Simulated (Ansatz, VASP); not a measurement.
# PbS2: VASP beside Ansatz, part 2 of 3

Wanted: the spread between two codes on one cell, functional and k mesh. The cell is generated by rule, not measured, and may not be a known phase. The cell is taken from a series of runs on this material, whose earlier steps may have relaxed, scaled, displaced or heated it; both programs get it as it stands.

VASP 6.6.1 and Ansatz 0.2.0.

So far: Set-up; Ansatz: zone-centre phonons, PBEsol.

**3. VASP: zone-centre phonons, PBEsol**

Level of this step: PBEsol; plane waves and PAW (Pb_d, S); invented cell (VASP).

The same cell, functional, mesh and smearing now go to VASP, with its own data sets.

Lines of VASP's logs that name or quote its potential files are left out, and so is its time.

INCAR reads:

```
SYSTEM = PbS2
PREC = Accurate
ENCUT = 500
EDIFF = 1E-08
NELM = 120
ISMEAR = 0
SIGMA = 0.01
LREAL = .FALSE.
ALGO = Normal
GGA = PS
NBANDS = 32
LORBIT = 11
LWAVE = .FALSE.
LCHARG = .FALSE.
ISIF = 2
IBRION = 8
LASPH = .TRUE.
GGA_COMPAT = .FALSE.
EFERMI = MIDGAP
KPAR = 2
```

POSCAR reads:

```
PbS2
1.0
    6.2811235934      0.0000000000      0.0000000000
    0.0000000000      6.2811235934      0.0000000000
    0.0000000000      0.0000000000      3.9771181291
Pb S
2 4
Direct
    0.0000000000      0.0000000000      0.0000000000
    0.5000000000      0.5000000000      0.5000000000
    0.3051114232      0.3051114232      0.0000000000
    0.6948885768      0.6948885768      0.0000000000
    0.8051114232      0.1948885768      0.5000000000
    0.1948885768      0.8051114232      0.5000000000
```

KPOINTS reads:

```
Automatic mesh
0
Gamma
6 6 8
0 0 0
```

Potentials, in the order of the species: Pb_d and S (PBE family, release 64).

Started as:

```bash
> mpirun -np 2 vasp_std
```

Output:

```text
[banner, memory and clock lines left out]
running    2 mpi-ranks, on    1 nodes
 distrk:  each k-point on    1 cores,    2 groups
 distr:  one band on    1 cores,    1 groups

 POSCAR found type information on POSCAR PbS
 POSCAR found :  2 types and       6 ions
|                                                                             |
|               ----> ADVICE to this user running VASP <----                  |
|                                                                             |
|     You enforced a specific xc type in the INCAR file but a different       |
|     [... a line on the potential file left out ...]
|     I HOPE YOU KNOW WHAT YOU ARE DOING!                                     |
|                                                                             |

 LDA part: xc-table for (Slater+PW92), standard interpolation
 POSCAR, INCAR and KPOINTS ok, starting setup
 FFT: planning ... GRIDC
 FFT: planning ... GRID_SOFT
 FFT: planning ... GRID
 WAVECAR not read
 entering main loop
       N       E                     dE             d eps       ncg     rms          rms(c)
DAV:   1     0.529006888681E+03    0.52901E+03   -0.23085E+04  3200   0.157E+03
DAV:   2     0.413467205746E+02   -0.48766E+03   -0.47346E+03  3400   0.415E+02
DAV:   3    -0.228696361861E+02   -0.64216E+02   -0.62700E+02  4344   0.167E+02
DAV:   4    -0.255125223876E+02   -0.26429E+01   -0.26275E+01  3864   0.377E+01
DAV:   5    -0.256432203882E+02   -0.13070E+00   -0.13066E+00  4976   0.846E+00    0.921E+00
DAV:   6    -0.246485567856E+02    0.99466E+00   -0.21062E+00  4592   0.166E+01    0.619E+00
DAV:   7    -0.246053535373E+02    0.43203E-01   -0.65057E-01  4992   0.444E+00    0.227E+00
DAV:   8    -0.245979694426E+02    0.73841E-02   -0.79703E-02  4592   0.288E+00    0.491E-01
DAV:   9    -0.245973225376E+02    0.64691E-03   -0.58265E-03  4920   0.789E-01    0.137E-01
DAV:  10    -0.245973958831E+02   -0.73346E-04   -0.85682E-04  4560   0.216E-01    0.884E-02
DAV:  11    -0.245974316207E+02   -0.35738E-04   -0.13850E-04  4648   0.106E-01    0.118E-02
DAV:  12    -0.245974314550E+02    0.16569E-06   -0.77619E-06  4104   0.186E-02    0.881E-03
DAV:  13    -0.245974326121E+02   -0.11571E-05   -0.29709E-06  4280   0.910E-03    0.187E-03
DAV:  14    -0.245974325672E+02    0.44901E-07   -0.27139E-07  3528   0.353E-03    0.113E-03
DAV:  15    -0.245974325912E+02   -0.23993E-07   -0.33482E-08  3464   0.107E-03    0.423E-04
DAV:  16    -0.245974325870E+02    0.42082E-08   -0.62564E-09  2600   0.624E-04
   1 F= -.24597433E+02 E0= -.24597433E+02  d E =-.490755E-35
 Linear response reoptimize wavefunctions to high precision
DAV:   1    -0.245974325975E+02   -0.10451E-07   -0.14100E-09  2688   0.331E-04
DAV:   2    -0.245974325975E+02   -0.21828E-10   -0.48812E-10  2528   0.226E-04
 Linear response DOF=           4
 Linear response progress:
  Degree of freedom:   1/  4
       N       E                     dE             d eps       ncg     rms          rms(c)
RMM:   1    -0.341083278566E+00   -0.34108E+00   -0.63402E-02  9472   0.478E+00
RMM:   2    -0.342866632955E+00   -0.17834E-02   -0.15222E-02  9841   0.826E-01    0.166E-01
RMM:   3    -0.342392045937E+00    0.47459E-03   -0.18817E-03 11241   0.274E-01    0.846E-02
RMM:   4    -0.341928030146E+00    0.46402E-03   -0.30878E-04 11558   0.107E-01    0.358E-02
RMM:   5    -0.341735405650E+00    0.19262E-03   -0.77550E-05 11811   0.447E-02    0.987E-03
RMM:   6    -0.341721391974E+00    0.14014E-04   -0.12555E-05 11783   0.194E-02    0.373E-03
RMM:   7    -0.341759339175E+00   -0.37947E-04   -0.72536E-06 11538   0.748E-03    0.900E-04
RMM:   8    -0.341765622285E+00   -0.62831E-05   -0.19405E-06 11878   0.333E-03    0.538E-04
RMM:   9    -0.341769196602E+00   -0.35743E-05   -0.16545E-06 11616   0.161E-03    0.159E-04
RMM:  10    -0.341770767314E+00   -0.15707E-05   -0.19259E-07 11823   0.917E-04    0.489E-05
RMM:  11    -0.341770983380E+00   -0.21607E-06   -0.30880E-07 12329   0.503E-04    0.272E-05
RMM:  12    -0.341771096055E+00   -0.11268E-06   -0.17797E-07 12033   0.303E-04    0.768E-06
RMM:  13    -0.341771119337E+00   -0.23281E-07   -0.29543E-07 12792   0.202E-04    0.594E-06
RMM:  14    -0.341771103757E+00    0.15580E-07   -0.86635E-08 12636   0.150E-04    0.202E-06
RMM:  15    -0.341771111428E+00   -0.76711E-08   -0.92853E-08 12752   0.123E-04    0.973E-07
 first order change of Fermi-energy   0.78502E-04
 force on displaced ion       1 direction 1 :  -6.014   2.646   0.000
 Linear response progress:
  Degree of freedom:   2/  4
       N       E                     dE             d eps       ncg     rms          rms(c)
RMM:   1    -0.328981212434E+00   -0.32898E+00   -0.90398E-02  6141   0.454E+00
RMM:   2    -0.330644421894E+00   -0.16632E-02   -0.15163E-02  6303   0.860E-01    0.120E-01
RMM:   3    -0.330416102573E+00    0.22832E-03   -0.19672E-03  7239   0.276E-01    0.669E-02
RMM:   4    -0.329859880731E+00    0.55622E-03   -0.36745E-04  7264   0.106E-01    0.959E-03
RMM:   5    -0.329820035144E+00    0.39846E-04   -0.32762E-05  7693   0.379E-02    0.361E-03
RMM:   6    -0.329851567989E+00   -0.31533E-04   -0.30103E-05  7287   0.152E-02    0.111E-03
RMM:   7    -0.329863720123E+00   -0.12152E-04   -0.85865E-06  7590   0.581E-03    0.366E-04
RMM:   8    -0.329864974959E+00   -0.12548E-05   -0.50323E-06  7484   0.266E-03    0.714E-05
RMM:   9    -0.329865779606E+00   -0.80465E-06   -0.11217E-06  7666   0.125E-03    0.401E-05
RMM:  10    -0.329865756633E+00    0.22973E-07   -0.26226E-07  7873   0.640E-04    0.143E-05
RMM:  11    -0.329865733358E+00    0.23275E-07   -0.21085E-07  7983   0.351E-04    0.737E-06
RMM:  12    -0.329865837682E+00   -0.10432E-06   -0.36694E-07  8016   0.216E-04    0.330E-06
RMM:  13    -0.329865786123E+00    0.51559E-07   -0.41118E-08  8149   0.148E-04    0.122E-06
RMM:  14    -0.329865789589E+00   -0.34657E-08   -0.33421E-08  8197   0.113E-04    0.705E-07
 first order change of Fermi-energy  -0.90738E-04
 force on displaced ion       1 direction 3 :   0.000  -0.000  -6.628
 Linear response progress:
  Degree of freedom:   3/  4
       N       E                     dE             d eps       ncg     rms          rms(c)
RMM:   1    -0.121619200142E+00   -0.12162E+00   -0.29226E-02 13821   0.156E+00
RMM:   2    -0.115399076082E+00    0.62201E-02   -0.30654E-03 10135   0.545E-01    0.153E-01
RMM:   3    -0.116001368497E+00   -0.60229E-03   -0.12085E-03 11670   0.203E-01    0.552E-02
RMM:   4    -0.116218903549E+00   -0.21754E-03   -0.14786E-04 11408   0.685E-02    0.280E-02
RMM:   5    -0.116316103814E+00   -0.97200E-04   -0.29670E-05 11750   0.310E-02    0.145E-02
RMM:   6    -0.116341863815E+00   -0.25760E-04   -0.48107E-06 11611   0.132E-02    0.590E-03
RMM:   7    -0.116341891895E+00   -0.28079E-07   -0.90824E-07 11684   0.560E-03    0.160E-03
RMM:   8    -0.116343597975E+00   -0.17061E-05   -0.29352E-08 11418   0.201E-03    0.777E-04
RMM:   9    -0.116343754806E+00   -0.15683E-06   -0.41253E-07 12141   0.900E-04    0.194E-04
RMM:  10    -0.116343600013E+00    0.15479E-06   -0.31973E-07 11745   0.414E-04    0.927E-05
RMM:  11    -0.116343860077E+00   -0.26006E-06   -0.53717E-07 12112   0.232E-04    0.285E-05
RMM:  12    -0.116344029551E+00   -0.16947E-06   -0.41118E-07 11426   0.153E-04    0.256E-05
RMM:  13    -0.116343961785E+00    0.67766E-07   -0.37668E-07 12855   0.993E-05    0.583E-06
RMM:  14    -0.116343928798E+00    0.32987E-07   -0.45739E-07 12682   0.810E-05    0.281E-06
RMM:  15    -0.116343933349E+00   -0.45506E-08   -0.44593E-07 12977   0.733E-05    0.803E-07
RMM:  16    -0.116343933850E+00   -0.50171E-09   -0.42240E-07 12219   0.703E-05    0.376E-07
RMM:  17    -0.116343931649E+00    0.22010E-08   -0.44914E-07 11170   0.689E-05    0.123E-07
RMM:  18    -0.116343931835E+00   -0.18609E-09   -0.48773E-07 10650   0.684E-05    0.578E-08
 first order change of Fermi-energy  -0.31893E-01
 force on displaced ion       3 direction 1 :  -3.588  -4.184   0.000
 Linear response progress:
  Degree of freedom:   4/  4
       N       E                     dE             d eps       ncg     rms          rms(c)
RMM:   1    -0.109848987194E+00   -0.10985E+00   -0.23905E-02 11892   0.158E+00
RMM:   2    -0.104078069713E+00    0.57709E-02   -0.23198E-03  8984   0.530E-01    0.151E-01
RMM:   3    -0.104994498559E+00   -0.91643E-03   -0.11400E-03 10301   0.187E-01    0.499E-02
RMM:   4    -0.105344169051E+00   -0.34967E-03   -0.12601E-04  9481   0.687E-02    0.153E-02
RMM:   5    -0.105424661820E+00   -0.80493E-04   -0.18565E-05 10468   0.298E-02    0.891E-03
RMM:   6    -0.105403644048E+00    0.21018E-04   -0.13010E-06 10144   0.129E-02    0.143E-03
RMM:   7    -0.105416319206E+00   -0.12675E-04   -0.62959E-07 10567   0.490E-03    0.109E-03
RMM:   8    -0.105422924948E+00   -0.66057E-05   -0.28408E-07 10020   0.176E-03    0.235E-04
RMM:   9    -0.105421217582E+00    0.17074E-05   -0.24339E-07 10747   0.760E-04    0.832E-05
RMM:  10    -0.105421047416E+00    0.17017E-06    0.11094E-08 10690   0.301E-04    0.347E-05
RMM:  11    -0.105421451666E+00   -0.40425E-06   -0.47609E-08 11097   0.185E-04    0.247E-05
RMM:  12    -0.105421418744E+00    0.32921E-07    0.68855E-08 11384   0.104E-04    0.730E-06
RMM:  13    -0.105421385410E+00    0.33335E-07   -0.46977E-08 10934   0.796E-05    0.197E-06
RMM:  14    -0.105421386132E+00   -0.72178E-09   -0.32578E-08 11236   0.703E-05    0.964E-07
 first order change of Fermi-energy   0.24761E-03
 force on displaced ion       3 direction 3 :   0.000   0.000  -4.664
 Linear response finished
```

(Part 2 of 3 ends here.)

[Lines on the potential files, build, host, timing and source positions are cut from VASP's logs without a mark.]

[Logs are printed without paths, hosts, clocks, repeated set-up lines and the standing remarks that a program may print on its own settings, such as how far it seeks lower states.]

[Hosts, paths, dates, database ids (printed as entryN), source tags and the programs' standing remarks are cut or masked in the printed files.]
